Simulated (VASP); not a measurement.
Given:

```xyz
4
Lattice="2.7879 0.0000 0.0000 -1.3939 2.4144 0.0000 0.0000 0.0000 6.9582" Properties=species:S:1:pos:R:3 pbc="T T T"
W      0.0000     1.6096     0.2447
W      1.3939     0.8048     3.7238
O      0.0000     1.6096     2.3646
O      1.3939     0.8048     5.8437
```

Computed with r2SCAN meta-GGA, VASP's PBE PAW potentials (set 64) (plane waves; VASP). Settings: 520 eV cut-off, 14×14×5 Γ-centred mesh, tetrahedra with Blöchl corrections, potentials W_sv O.

Question: The job: WO (relaxed from the wurtzite structure, space group P6_3mc), 4 atoms, r2SCAN, static run, 520 eV, 14×14×5 Γ-centred mesh. Roughly how much core time does it take on a busy server core?

Answer: About 4 core-minutes (one run on a shared machine, a rough figure). It had 72 irreducible k-points, 24 bands, up to 1278 plane waves and 24 electronic steps.

The structure was generated: WO was put into the wurtzite type (P6_3mc), which need not be its known phase. It was relaxed first, which changed the volume by -36 %.
